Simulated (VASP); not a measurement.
Data:

```xyz
6
Lattice="4.6451 0.0000 0.0000 0.0000 4.6451 0.0000 0.0000 0.0000 2.9692" Properties=species:S:1:pos:R:3 pbc="T T T"
Ti     0.0000     0.0000     2.9692
Ti     2.3226     2.3226     1.4846
O      1.4165     1.4165     0.0000
O      3.7391     0.9060     1.4846
O      0.9060     3.7391     1.4846
O      3.2286     3.2286     2.9692
```

Method: PBE GGA, VASP's PBE PAW potentials (set 64) (plane waves; VASP). Run with 520 eV cut-off, 6×6×8 Γ-centred mesh, tetrahedra with Blöchl corrections, potentials Ti_sv O.

Q: The job: TiO2 (rutile), 6 atoms, PBE, static run, 520 eV, 6×6×8 Γ-centred mesh. Roughly how much core time does it take on a busy server core?

A: About 40 core-seconds (one run on a shared machine, a rough figure). It had 50 irreducible k-points, 28 bands, up to 1748 plane waves and 16 electronic steps.

The compound is TiO2 in the rutile structure. It was relaxed first.
